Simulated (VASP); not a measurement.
An input for Quantum ESPRESSO's pw.x (written as the equivalent of a VASP run, and not itself run):

```
&CONTROL
  calculation = 'scf'
  pseudo_dir = './pseudo'
  outdir = './out'
  tprnfor = .true.
  tstress = .true.
/
&SYSTEM
  ibrav = 0
  nat = 2
  ntyp = 2
  ecutwfc = 92
  occupations = 'smearing'
  smearing = 'methfessel-paxton'
  degauss = 0.00735
  input_dft = 'pbe'
/
&ELECTRONS
  conv_thr = 7.3e-08
  electron_maxstep = 100
/
ATOMIC_SPECIES
  Cu 63.546 Cu.upf
  Au 196.967 Au.upf
CELL_PARAMETERS angstrom
     2.8216350    0.0000000    0.0000000
     0.0000000    2.8129030    0.0000000
     0.0000000    0.0000000    3.6728890
ATOMIC_POSITIONS crystal
  Cu   0.0000000  0.0000000  0.0000000
  Au   0.5176750  0.5000000  0.5000000
K_POINTS automatic
  12 12 9 0 0 0
HUBBARD {ortho-atomic}
U Cu-3d 6
```

Question: Write the VASP files for the same calculation (PBE+U).

Answer: Several could match; the one computed here: 
INCAR:
```
SYSTEM = CuAu
PREC = Accurate; ENCUT = 400; LREAL = F
LASPH = T
EDIFF = 1E-6; NELM = 100; ALGO = Normal
LMAXMIX = 6
ISMEAR = 1; SIGMA = 0.1
GGA = PE
LDAUL = 2 -1
LDAUU = 6.0 0
LDAUJ = 0 0
LDAU = T; LDAUTYPE = 2; LDAUPRINT = 1
ISIF = 2
LWAVE = F; LCHARG = F; LORBIT = 10
```

POSCAR:
```
CuAu
3.6728890
  0.7682331266   0.0000000000   0.0000000000
  0.0000000000   0.7658557065   0.0000000000
  0.0000000000   0.0000000000   1.0000000000
Cu Au
1 1
direct
  0.0000000000   0.0000000000   0.0000000000
  0.5176750000   0.5000000000   0.5000000000
```

File KPOINTS:
```
Automatic mesh
0
Gamma
12 12 9
0 0 0
```

POTCAR, in this order: Cu Au (PBE.64 set). Program: vasp_std.

Limits of the translation: the potentials are each code's own (VASP's PAW set, PseudoDojo norm-conserving files in pw.x), so ENCUT and ecutwfc are chosen apart and not converted; conv_thr bounds pw.x's estimated SCF error, while EDIFF bounds the energy change between steps; the +U projectors differ (PAW spheres against orthogonalised atomic orbitals), so the same U acts differently.

The compound is CuAu in the L1_0 structure. The cell was not relaxed at this level, atoms are displaced from their ideal sites. The run is one of a series of settings (LDAU = .TRUE., LDAUJ = 0 0, LDAUL = 2 -1, LDAUTYPE = 2, LDAUU = 6.0 0 against the base run), some of them coarse on purpose.
